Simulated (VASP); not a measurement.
Given:

```yaml
crystal:
  lattice:
    - [0.00000, 2.58907, 2.58907]
    - [2.58907, 0.00000, 2.58907]
    - [2.58907, 2.58907, 0.00000]
  atoms:
    - { symbol: Mg, position: [0.00000, 0.00000, 0.00000] }
    - { symbol: S, position: [0.50000, 0.50000, 0.50000] }
```

Method: PBEsol GGA, VASP's PBE PAW potentials (set 64) (plane waves; VASP). Settings: 400 eV cut-off, 9×9×9 Γ-centred mesh, Gaussian smearing of 0.010 eV, potentials Mg S.

### Question
Give the electronic dielectric tensor ε∞ (DFPT, local fields included).

### Answer

```
5.50  0.00  0.00
0.00  5.50  0.00
0.00  0.00  5.50
```

### Question
Give the Born effective charges.

### Answer

| atom | Z*xx | Z*yy | Z*zz | mean |
|---|---|---|---|---|
| Mg1 | 2.30 | 2.30 | 2.30 | 2.30 |
| S2 | -2.30 | -2.30 | -2.30 | -2.30 |

### Question
And the static tensor with the ions free?

### Answer

```
14.6  0.00  0.00
0.00  14.6  0.00
0.00  0.00  14.6
```

### Question
Which frequencies do the optical Γ-point modes have (no LO-TO splitting)?

### Answer
244 (×3) cm⁻¹.

The compound is MgS in the rock salt structure. It was relaxed first.
